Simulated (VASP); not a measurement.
An input for Ansatz (written as the equivalent of a VASP run, and not itself run):

Ansatz 0.2 input:
```yaml
crystal:
  lattice:
    - [4.5958234, 0.0000000, 0.0000000]
    - [0.0000000, 4.5958234, 0.0000000]
    - [0.0000000, 0.0000000, 4.5958234]
  atoms:
    - { symbol: Fe, position: [0.8638756, 0.6361244, 0.3638756], spin: 1.2 }
    - { symbol: Fe, position: [0.3638756, 0.8638756, 0.6361244], spin: 1.2 }
    - { symbol: Fe, position: [0.1361244, 0.1361244, 0.1361244], spin: 1.2 }
    - { symbol: Fe, position: [0.6361244, 0.3638756, 0.8638756], spin: 1.2 }
    - { symbol: Ge, position: [0.1580886, 0.3419114, 0.6580886] }
    - { symbol: Ge, position: [0.6580886, 0.1580886, 0.3419114] }
    - { symbol: Ge, position: [0.8419114, 0.8419114, 0.8419114] }
    - { symbol: Ge, position: [0.3419114, 0.6580886, 0.1580886] }
kpoints:
  mp_grid: { grid: [6, 6, 6] }
hamiltonian:
  xc: r2scan
  pseudopotentials: { kind: paw }
magnetization: { spin_polarized: true }
scf:
  occupations: { method: methfessel_paxton, width: 0.1 }
  max_iter: 100
relax:
  max_steps: 60
  f_tol: 0.02
  cell: {}
output: { forces: true, stress: true, eigenvalues: true }
```

### Question
Translate this input to VASP (INCAR, KPOINTS, POSCAR, choice of POTCAR).

### Answer
This is not unique; one that fits is 
INCAR:
```
! general
SYSTEM   =  FeGe
PREC     =  Accurate
ENCUT    =  400   ! plane-wave cut-off (eV)
LREAL    =  .FALSE.   ! projection in real space or not
LASPH    =  .TRUE.

! electronic loop
EDIFF    =  1E-6   ! SCF stop (eV)
NELM     =  100
ALGO     =  Normal   ! blocked Davidson
LMAXMIX  =  4   ! l cut-off of mixed one-centre charges
LMIXTAU  =  .TRUE.

! smearing
ISMEAR   =  1   ! Methfessel-Paxton
SIGMA    =  0.1   ! width (eV)

! functional
METAGGA  =  R2SCAN

! spin
ISPIN    =  2   ! spin-polarised
MAGMOM   =  4*1.2 4*0.0

! ions
IBRION   =  2   ! conjugate gradients
NSW      =  60
ISIF     =  3   ! ions, shape and volume
EDIFFG   =  -0.02

! output
LWAVE    =  .FALSE.
LCHARG   =  .FALSE.
LORBIT   =  10
```

### KPOINTS
```
Automatic
0
gamma
6 6 6
0 0 0
```

**POSCAR**
```
FeGe
1
    4.5958234143    -0.0000000000     0.0000000000
    0.0000000000     4.5958234143    -0.0000000000
   -0.0000000000     0.0000000000     4.5958234143
Fe Ge
4 4
Direct
  0.8638755877   0.6361244123   0.3638755877
  0.3638755877   0.8638755877   0.6361244123
  0.1361244123   0.1361244123   0.1361244123
  0.6361244123   0.3638755877   0.8638755877
  0.1580885821   0.3419114179   0.6580885821
  0.6580885821   0.1580885821   0.3419114179
  0.8419114179   0.8419114179   0.8419114179
  0.3419114179   0.6580885821   0.1580885821
```

POTCAR, in this order: Fe Ge_d (PBE.64 set). Program: vasp_std.

The two are equivalent in intent, not identical: each code has its own PAW files, so the cut-off isn't converted (ENCUT is set for VASP's; basis.ecutwfc is left out, and Ansatz then takes the one that its files recommend); Ansatz stops its SCF on the density residual and VASP on the energy change (EDIFF).

The compound is FeGe in the B20 structure. This run relaxes it. Symmetry was kept, so distortions that lower it aren't found. The start is the result of an earlier pass.
